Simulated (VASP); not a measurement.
All values below come from PBE GGA, VASP's PBE PAW potentials (set 64) (plane waves; VASP).

VASP ran on this input.

File POSCAR:
```
TlI
1
    4.8988558672    -0.0000000000    -0.0000000000
   -2.4494279336     4.2425333144     0.0000000000
    0.0000000000     0.0000000000     8.6545591915
Tl I
2 2
Direct
  1.0000000000   0.0000000000   0.0000000000
  1.0000000000   0.0000000000   0.5000000000
  0.3333330000   0.6666670000   0.2500000000
  0.6666670000   0.3333330000   0.7500000000
```

File KPOINTS:
```
k-points along high-symmetry lines
10
Line-mode
Reciprocal
  0.000000   0.000000   0.000000 ! GAMMA
  0.500000  -0.000000   0.000000 ! M

  0.500000  -0.000000   0.000000 ! M
  0.333333   0.333333   0.000000 ! K

  0.333333   0.333333   0.000000 ! K
  0.000000   0.000000   0.000000 ! GAMMA

  0.000000   0.000000   0.000000 ! GAMMA
  0.000000   0.000000   0.500000 ! A

  0.000000   0.000000   0.500000 ! A
  0.500000  -0.000000   0.500000 ! L

  0.500000  -0.000000   0.500000 ! L
  0.333333   0.333333   0.500000 ! H

  0.333333   0.333333   0.500000 ! H
  0.000000   0.000000   0.500000 ! A

  0.500000  -0.000000   0.500000 ! L
  0.500000  -0.000000   0.000000 ! M

  0.333333   0.333333   0.500000 ! H
  0.333333   0.333333   0.000000 ! K
```

### INCAR
```
ALGO = Normal
EDIFF = 1E-7
ENCUT = 400
GGA = PE
ICHARG = 11
ISMEAR = 0
LASPH = .TRUE.
LCHARG = .FALSE.
LMAXMIX = 4
LORBIT = 11
LREAL = .FALSE.
LWAVE = .FALSE.
NELM = 100
PREC = Accurate
SIGMA = 0.05
SYSTEM = TlI
```

POTCAR, in this order: Tl_d I (PBE.64 set). Program: vasp_std. Read from the step before: CHGCAR.

Question: What will the output report for the number of irreducible k-points (NKPTS), number of bands (NBANDS), largest plane-wave count, number of space-group operations, FFT grid (NGX, NGY, NGZ)?

Answer: 
```json
{
  "number of irreducible k-points (NKPTS)": "90",
  "number of bands (NBANDS)": "24",
  "largest_plane_wave_count": "3300",
  "number_of_space_group_operations": "24",
  "FFT grid (NGX, NGY, NGZ)": "32 × 32 × 56"
}
```

The structure was generated: TlI was put into the NiAs type type (P6_3/mmc), which need not be its known phase. It was relaxed first, which changed the volume by +61 %.
